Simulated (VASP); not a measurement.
Calculation: PBEsol GGA, VASP's PBE PAW potentials (set 64) (plane waves; VASP).

The input files of a VASP run:

File POSCAR:
```
Ag3Al
1
    0.0363513245     4.0664638444     3.9295172758
    4.0664638444     0.0363513245     3.9295172758
    2.0514075845     2.0514075845     0.0000000000
Al Ag
1 3
Direct
  0.0000000000   0.0000000000   0.0000000000
  0.0000000000   0.5000000000   0.0000000000
  0.5000000000   0.0000000000   0.0000000000
  0.5000000000   0.5000000000   0.0000000000
```

INCAR:
```
SYSTEM = Ag3Al
PREC = Accurate; ENCUT = 400; LREAL = .False.
LASPH = .True.
EDIFF = 1E-7; NELM = 100; ALGO = Normal
LMAXMIX = 4
ISMEAR = -5
GGA = PS
ISIF = 2
LWAVE = .False.; LCHARG = .True.; LORBIT = 11
NEDOS = 601
LEFG = .True.
```

### KPOINTS
```
Automatic mesh
0
Gamma
8 8 15
0 0 0
```

POTCAR, in this order: Al Ag (PBE.64 set). Program: vasp_std.

What VASP printed:

**OSZICAR**
```
       N       E                     dE             d eps       ncg     rms          rms(c)
DAV:   1     0.178794442498E+03    0.17879E+03   -0.15383E+04 12122   0.125E+03
DAV:   2    -0.120452005417E+02   -0.19084E+03   -0.18451E+03 12732   0.291E+02
DAV:   3    -0.160459400246E+02   -0.40007E+01   -0.39711E+01 13910   0.456E+01
DAV:   4    -0.160689651544E+02   -0.23025E-01   -0.23027E-01 12978   0.349E+00
DAV:   5    -0.160691891021E+02   -0.22395E-03   -0.22401E-03 14268   0.371E-01    0.118E+01
DAV:   6    -0.144102389012E+02    0.16590E+01   -0.77748E+00 13188   0.267E+01    0.723E+00
DAV:   7    -0.143591968426E+02    0.51042E-01   -0.14596E-01 12408   0.376E+00    0.393E+00
DAV:   8    -0.143305289240E+02    0.28668E-01   -0.19802E-02 13140   0.986E-01    0.324E-01
DAV:   9    -0.143300386839E+02    0.49024E-03   -0.13855E-03 13068   0.451E-01    0.869E-02
DAV:  10    -0.143300552180E+02   -0.16534E-04   -0.44598E-04 13376   0.127E-01    0.325E-02
DAV:  11    -0.143300529577E+02    0.22603E-05   -0.27663E-05 12918   0.461E-02    0.238E-02
DAV:  12    -0.143300553244E+02   -0.23666E-05   -0.83536E-07 14446   0.831E-03    0.376E-03
DAV:  13    -0.143300466502E+02    0.86741E-05   -0.31061E-06 12846   0.116E-02    0.559E-04
DAV:  14    -0.143300464972E+02    0.15300E-06   -0.68032E-08  7946   0.188E-03    0.397E-04
DAV:  15    -0.143300464411E+02    0.56124E-07   -0.38321E-09  6504   0.459E-04
   1 F= -.14330046E+02 E0= -.14330046E+02  d E =0.000000E+00
```

File OUTCAR:
```
------------------------ aborting loop because EDIFF is reached ----------------------------------------
  FORCE on cell =-STRESS in cart. coord.  units (eV):
  Direction    XX          YY          ZZ          XY          YZ          ZX
  --------------------------------------------------------------------------------------
  Total        0.0021107      0.0021107     -0.0745236      0.0338333      0.0000000      0.0000000
  in kB        0.0520468      0.0520468     -1.8376638      0.8342903      0.0000000      0.0000000
  external PRESSURE =      -0.5778567 kB  Pullay stress =       0.0000000 kB
  volume of cell :       64.97
      direct lattice vectors                 reciprocal lattice vectors
     0.036351324  4.066463844  3.929517276    -0.124066015  0.124066015  0.127242092
     4.066463844  0.036351324  3.929517276     0.124066015 -0.124066015  0.127242092
     2.051407585  2.051407585  0.000000000     0.243735084  0.243735084 -0.254484185
 POSITION                                       TOTAL-FORCE (eV/Angst)
 -----------------------------------------------------------------------------------
      0.00000      0.00000      0.00000         0.000000      0.000000     -0.000000
      2.03323      0.01818      1.96476         0.000000      0.000000     -0.000000
      0.01818      2.03323      1.96476         0.000000      0.000000     -0.000000
      2.05141      2.05141      3.92952        -0.000000     -0.000000      0.000000
 -----------------------------------------------------------------------------------
    total drift:                               -0.000000     -0.000000      0.000000
  FREE ENERGIE OF THE ION-ELECTRON SYSTEM (eV)
  ---------------------------------------------------
  free  energy   TOTEN  =       -14.3300464411 eV

  energy  without entropy=      -14.3300464411  energy(sigma->0) =      -14.33004644

 total charge

# of ion       s       p       d       tot
------------------------------------------
    1        0.399   0.329   0.000   0.729
    2        0.444   0.390   9.114   9.948
    3        0.444   0.390   9.114   9.948
    4        0.425   0.371   9.141   9.937
--------------------------------------------------
tot          1.713   1.480  27.369  30.562
```
(Selected blocks of OUTCAR.)

File OUTCAR:
```
 val. band max:        9.3755334067   @ k =   0.3750   0.2500   0.3333

 cond. band min:       8.8782881101   @ k =  -0.2500   0.1250   0.1333


 Fermi energy:         9.0453660102

 k-point     1 :       0.0000    0.0000    0.0000
  band No.  band energies     occupation
      1      -0.5096      2.00000
      2       1.7860      2.00000
      3       2.2482      2.00000
      4       2.4259      2.00000
      5       2.5614      2.00000
      6       3.4973      2.00000
      7       3.7043      2.00000
      8       3.8508      2.00000
      9       4.1661      2.00000
     10       4.2577      2.00000
     11       4.5254      2.00000
     12       4.9100      2.00000
     13       4.9202      2.00000
     14       5.6572      2.00000
     15       5.6606      2.00000
     16       5.8364      2.00000
     17       6.6175      2.00000
     18       6.9738      2.00000
     19       9.7096     -0.04306
     20       9.9526      0.00000
     21      11.1213      0.00000
     22      14.2981      0.00000

 k-point     2 :       0.1250   -0.0000    0.0000
  band No.  band energies     occupation
      1      -0.3931      2.00000
      2       1.8458      2.00000
      3       2.2846      2.00000
      4       2.4355      2.00000
      5       2.6020      2.00000
      6       3.5396      2.00000
      7       3.6893      2.00000
      8       3.8778      2.00000
      9       4.1323      2.00000
     10       4.2733      2.00000
     11       4.4029      2.00000
     12       4.8271      2.00000
     13       4.8910      2.00000
     14       5.4072      2.00000
     15       5.6028      2.00000
     16       5.8017      2.00000
     17       6.1985      2.00000
     18       7.1532      2.00000
     19       9.2961      0.23446
     20      10.4229      0.00000
     21      11.8189      0.00000
     22      14.6974      0.00000

 k-point     3 :       0.2500   -0.0000    0.0000
  band No.  band energies     occupation
      1      -0.0569      2.00000
...
```

For a metal the tetrahedron method with Blöchl corrections gives inexact stress and forces.

The structure was generated: Ag3Al was put into an ordered model structure (Cmmm), which need not be its known phase. It was relaxed first.
